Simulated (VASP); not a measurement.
# VASP 6.6.1, LDA relaxation of cell and atoms, Zn₂C (antifluorite)

INCAR

```
LASPH = .TRUE.
EDIFFG = -5E-3
SIGMA = 0.02
LREAL = .FALSE.
IBRION = 2
EDIFF = 1E-7
LWAVE = .FALSE.
NELM = 120
ISMEAR = -1
NSW = 40
PREC = Accurate
GGA = CA
ENCUT = 600
NBANDS = 21
ISIF = 3
LCHARG = .FALSE.
```

KPOINTS

```
KPOINTS created by Atomic Simulation Environment
0
Gamma
8 8 8
0 0 0
```

POSCAR

```
C  Zn
 1.0000000000000000
     0.0000000000000000    2.6042746626909450    2.6042746626909450
     2.6042746626909450    0.0000000000000000    2.6042746626909450
     2.6042746626909450    2.6042746626909450   -0.0000000000000000
 C   Zn
   1   2
Cartesian
 -0.0000000000000000 -0.0000000000000000 -0.0000000000000000
  1.3021373313454725  1.3021373313454725  1.3021373313454725
  3.9064119940364175  3.9064119940364175  3.9064119940364175
```

VASP ran with the recommended LDA PAW datasets (28 valence electrons in the cell).

Command

```
mpirun -np 1 vasp_std
```

OSZICAR

```
N       E                     dE             d eps       ncg     rms          rms(c)
DAV:   1     0.149531889465E+03    0.14953E+03   -0.15561E+04  1258   0.231E+03
DAV:   2    -0.263883425625E+01   -0.15217E+03   -0.14528E+03  1248   0.355E+02
DAV:   3    -0.136781056428E+02   -0.11039E+02   -0.10871E+02  1383   0.940E+01
DAV:   4    -0.138681297085E+02   -0.19002E+00   -0.18986E+00  1333   0.119E+01
DAV:   5    -0.138693494270E+02   -0.12197E-02   -0.12197E-02  1353   0.901E-01    0.108E+01
DAV:   6    -0.119030777887E+02    0.19663E+01   -0.48450E+00  1784   0.533E+01    0.777E+00
DAV:   7    -0.118884908085E+02    0.14587E-01   -0.85344E-01  1378   0.118E+01    0.410E+00
DAV:   8    -0.118611546915E+02    0.27336E-01   -0.58634E-02  1392   0.174E+00    0.117E+00
DAV:   9    -0.118579629479E+02    0.31917E-02   -0.37618E-03  1506   0.637E-01    0.133E-01
DAV:  10    -0.118578917108E+02    0.71237E-04   -0.86904E-04  1580   0.240E-01    0.653E-02
DAV:  11    -0.118579004285E+02   -0.87178E-05   -0.12054E-04  1308   0.867E-02    0.275E-02
DAV:  12    -0.118578985255E+02    0.19030E-05   -0.69237E-06  1343   0.252E-02    0.751E-03
DAV:  13    -0.118578980276E+02    0.49788E-06   -0.10529E-06  1482   0.106E-02    0.336E-03
DAV:  14    -0.118578979431E+02    0.84511E-07   -0.35174E-07  1394   0.109E-02
   1 F= -.11857898E+02 E0= -.11857891E+02  d E =-.118579E+02
```

From OUTCAR

```
k-points           NKPTS =     29   k-points in BZ     NKDIM =     29   number of bands    NBANDS=     21

   NELECT =      28.0000    total number of electrons

   dimension x,y,z NGX =    30 NGY =   30 NGZ =   30
   dimension x,y,z NGXF=    60 NGYF=   60 NGZF=   60

  energy-cutoff  :      600.00
  volume of cell :       32.75
      direct lattice vectors                 reciprocal lattice vectors
     0.000000000  2.539359227  2.539359227    -0.196900066  0.196900066  0.196900066
     2.539359227  0.000000000  2.539359227     0.196900066 -0.196900066  0.196900066
     2.539359227  2.539359227  0.000000000     0.196900066  0.196900066 -0.196900066

 k-points in reciprocal lattice and weights: KPOINTS created by Atomic Simulation Env
   0.00000000  0.00000000  0.00000000       0.002
   0.12500000  0.00000000  0.00000000       0.016
   0.25000000  0.00000000  0.00000000       0.016
   0.37500000  0.00000000  0.00000000       0.016
   0.50000000  0.00000000  0.00000000       0.008
   0.12500000  0.12500000  0.00000000       0.012
   0.25000000  0.12500000  0.00000000       0.047
   0.37500000  0.12500000  0.00000000       0.047
   ...

 E-fermi :   5.0593

 k-point     1 :       0.0000    0.0000    0.0000
  band No.  band energies     occupation
      1      -9.5052      2.00000
      2      -4.1272      2.00000
      3      -4.1272      2.00000
      4      -4.1272      2.00000
      5      -3.9000      2.00000
      6      -3.9000      2.00000
      7      -2.4396      2.00000
      8      -2.4396      2.00000
      9      -2.4396      2.00000
     10      -2.0461      2.00000
     11      -2.0461      2.00000
     12       4.9548      1.98934
     13       4.9548      1.98934
     14       4.9548      1.98934
     15       5.1417      0.03198
     16       9.0896      0.00000
     17       9.0896      0.00000
     18       9.0896      0.00000
     19      14.8411      0.00000
     20      16.1759      0.00000
     21      16.1759      0.00000

 k-point     2 :       0.1250    0.0000    0.0000
  band No.  band energies     occupation
      1      -9.2892      2.00000
      2      -4.1402      2.00000
      3      -4.0736      2.00000
      4      -4.0736      2.00000
      5      -3.8350      2.00000
      6      -3.8350      2.00000
      7      -2.4933      2.00000
      8      -2.4770      2.00000
      9      -2.4770      2.00000
     10      -2.1369      2.00000
     11      -2.1369      2.00000
     12       3.2692      2.00000
     13       4.6859      2.00000
     14       4.6859      2.00000
     15       6.0151      0.00000
     16       9.0179      0.00000
     17       9.5410      0.00000
     18       9.5410      0.00000
     19      15.1955      0.00000
     20      15.2470      0.00000
     21      15.2470      0.00000

 k-point     3 :       0.2500    0.0000    0.0000
  band No.  band energies     occupation
      1      -8.6888      2.00000
      2      -4.1443      2.00000
      3      -3.9253      2.00000
      4      -3.9253      2.00000
      5      -3.6481      2.00000
      6      -3.6481      2.00000
      7      -2.6225      2.00000
      8      -2.5905      2.00000
      9      -2.5905      2.00000
     10      -2.3820      2.00000
     11      -2.3820      2.00000
     12       1.0178      2.00000
     13       4.2108      2.00000
     14       4.2108      2.00000
     15       6.1819      0.00000
     16       9.6114      0.00000
     17      10.1947      0.00000
     18      10.1947      0.00000
     19      14.3858      0.00000
     20      14.8026      0.00000
     21      14.8026      0.00000

 k-point     4 :       0.3750    0.0000    0.0000
  band No.  band energies     occupation
      1      -7.9104      2.00000
      2      -4.0560      2.00000
      3      -3.7189      2.00000
      4      -3.7189      2.00000
      5      -3.3781      2.00000
      6      -3.3781      2.00000
      7      -2.7716      2.00000
      8      -2.7716      2.00000
      9      -2.7205      2.00000
     10      -2.7009      2.00000
     11      -2.7009      2.00000
     12      -1.0819      2.00000
     13       3.8696      2.00000
     14       3.8696      2.00000
     15       6.0696      0.00000
     16      10.2275      0.00000
     17      10.2275      0.00000
     18      10.5319      0.00000
     19      14.0741      0.00000
     20      15.9043      0.00000
     21      15.9043      0.00000

 k-point     5 :       0.5000    0.0000    0.0000
  band No.  band energies     occupation
      1      -7.4950      2.00000
      2      -3.9183      2.00000
      3      -3.5871      2.00000
      4      -3.5871      2.00000
      5      -3.1561      2.00000
      6      -3.1561      2.00000
      7      -2.9355      2.00000
      8      -2.9355      2.00000
      9      -2.9004      2.00000
     10      -2.9004      2.00000
     11      -2.5665      2.00000
     12      -2.2726      2.00000
     13       3.7526      2.00000
     14       3.7526      2.00000
     15       6.0122      0.00000
     16      10.1175      0.00000
     17      10.1175      0.00000
     18      10.9092      0.00000
     19      14.1788      0.00000
     20      17.0508      0.00000
     21      17.0508      0.00000

 k-point     6 :       0.1250    0.1250    0.0000
  band No.  band energies     occupation
      1      -9.2178      2.00000
      2      -4.2435      2.00000
      3      -3.9968      2.00000
      4      -3.9968      2.00000
      5      -3.8723      2.00000
      6      -3.7764      2.00000
      7      -2.5243      2.00000
      8      -2.5243      2.00000
      9      -2.4339      2.00000
     10      -2.2756      2.00000
     11      -2.0497      2.00000
     12       3.5084      2.00000
     13       4.1486      2.00000
     14       4.1486      2.00000
     15       6.5690      0.00000
     16       8.3788      0.00000
     17       9.9137      0.00000
     18       9.9137      0.00000
     19      13.2915      0.00000
     20      16.4802      0.00000
     21      17.0538      0.00000

 k-point     7 :       0.2500    0.1250    0.0000
  band No.  band energies     occupation
      1      -8.7459      2.00000
      2      -4.3013      2.00000
      3      -3.8663      2.00000
      4      -3.8476      2.00000
      5      -3.7453      2.00000
      6      -3.6148      2.00000
      7      -2.6383      2.00000
      8      -2.6350      2.00000
      9      -2.5514      2.00000
     10      -2.4610      2.00000
     11      -2.1492      2.00000
     12       1.8229      2.00000
     13       3.5335      2.00000
     14       3.6753      2.00000
     15       7.0192      0.00000
     16       8.5654      0.00000
     17      10.1756      0.00000
     18      10.6230      0.00000
     19      12.7589      0.00000
     20      16.3283      0.00000
     21      16.8537      0.00000

 k-point     8 :       0.3750    0.1250    0.0000
  band No.  band energies     occupation
      1      -8.0159      2.00000
      2      -4.2307      2.00000
      3      -3.7180      2.00000
      4      -3.6600      2.00000
      5      -3.4809      2.00000
      6      -3.3835      2.00000
      7      -2.8687      2.00000
      8      -2.8005      2.00000
      9      -2.7524      2.00000
     10      -2.5647      2.00000
     11      -2.4132      2.00000
     12      -0.3071      2.00000
     13       3.1205      2.00000
     14       3.2111      2.00000
     15       6.9882      0.00000
     16       9.5912      0.00000
     17       9.9963      0.00000
     18      10.8881      0.00000
     19      13.9133      0.00000
     20      15.6986      0.00000
     21      17.2036      0.00000

 k-point     9 :       0.5000    0.1250    0.0000
  band No.  band energies     occupation
      1      -7.4383      2.00000
      2      -3.9635      2.00000
      3      -3.6036      2.00000
      4      -3.5586      2.00000
      5      -3.2499      2.00000
      6      -3.2250      2.00000
      7      -3.0396      2.00000
      8      -2.9440      2.00000
      9      -2.7311      2.00000
     10      -2.7257      2.00000
     11      -2.5282      2.00000
     12      -1.9764      2.00000
     13       2.6681      2.00000
     14       3.2586      2.00000
     15       6.9237      0.00000
     16       9.2309      0.00000
     17      10.7922      0.00000
     18      11.2963      0.00000
     19      14.9076      0.00000
     20      15.8647      0.00000
     21      17.2995      0.00000

 ...

  Total        0.0008642      0.0008642      0.0008642      0.0000000      0.0000000      0.0000000
  in kB        0.0422787      0.0422787      0.0422787      0.0000000      0.0000000      0.0000000
  external PRESSURE =       0.0422787 kB  Pullay stress =       0.0000000 kB

 POSITION                                       TOTAL-FORCE (eV/Angst)
 -----------------------------------------------------------------------------------
      0.00000      0.00000      0.00000        -0.000000      0.000000     -0.000000
      1.26968      1.26968      1.26968         0.000000     -0.000000      0.000000
      3.80904      3.80904      3.80904        -0.000000     -0.000000      0.000000
 -----------------------------------------------------------------------------------
    total drift:                               -0.000000      0.000000      0.000000

  FREE ENERGIE OF THE ION-ELECTRON SYSTEM (eV)
  ---------------------------------------------------
  free  energy   TOTEN  =       -11.8578979431 eV

  energy  without entropy=      -11.8578837510  energy(sigma->0) =      -11.85789085
```

CONTCAR

```
C  Zn
   1.00000000000000
     0.0000000000000000    2.5393592274716794    2.5393592274716794
     2.5393592274716794    0.0000000000000000    2.5393592274716794
     2.5393592274716794    2.5393592274716794    0.0000000000000000
  C               Zn
     1     2
Direct
     0.0000000000000000    0.0000000000000000    0.0000000000000000
     0.2500000000000000    0.2500000000000000    0.2500000000000000
     0.7500000000000000    0.7500000000000000    0.7500000000000000

  0.00000000E+00  0.00000000E+00  0.00000000E+00
  0.00000000E+00  0.00000000E+00  0.00000000E+00
  0.00000000E+00  0.00000000E+00  0.00000000E+00
```

```json
{
  "relaxed cell vector lengths": "3.591, 3.591, 3.591 Å",
  "relaxed cell volume": "32.75 Å³"
}
```

The run was restarted once from its relaxed cell; OSZICAR and OUTCAR are the second run's.

The run (the restart alone) took about 28 s on one core of a shared host (Intel Xeon Platinum 8488C) and held 0.16 GiB at most.
